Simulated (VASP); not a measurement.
Consider the following.

```yaml
crystal:
  lattice:
    - [0.00000, 3.10302, 3.10302]
    - [3.10302, 0.00000, 3.10302]
    - [3.10302, 3.10302, 0.00000]
  atoms:
    - { symbol: Cd, position: [0.00000, 0.00000, 0.00000] }
    - { symbol: Se, position: [0.25000, 0.25000, 0.25000] }
```

Method: HSEsol screened hybrid, VASP's PBE PAW potentials (set 64) (plane waves; VASP). Settings: 520 eV cut-off, 6×6×6 Γ-centred mesh, Gaussian smearing of 0.050 eV, potentials Cd Se.

Q: Give the stress tensor in GPa (positive for a compressed cell).

A: 
```
-3.08   0.00   0.00
 0.00  -3.08   0.00
 0.00   0.00  -3.08
```
The pressure is its mean diagonal, -3.08 GPa.

The compound is CdSe in the zinc blende structure, whereas wurtzite is the usual form. It was relaxed first, which changed the volume by +8 %. The cell's shape comes from a PBE relaxation.
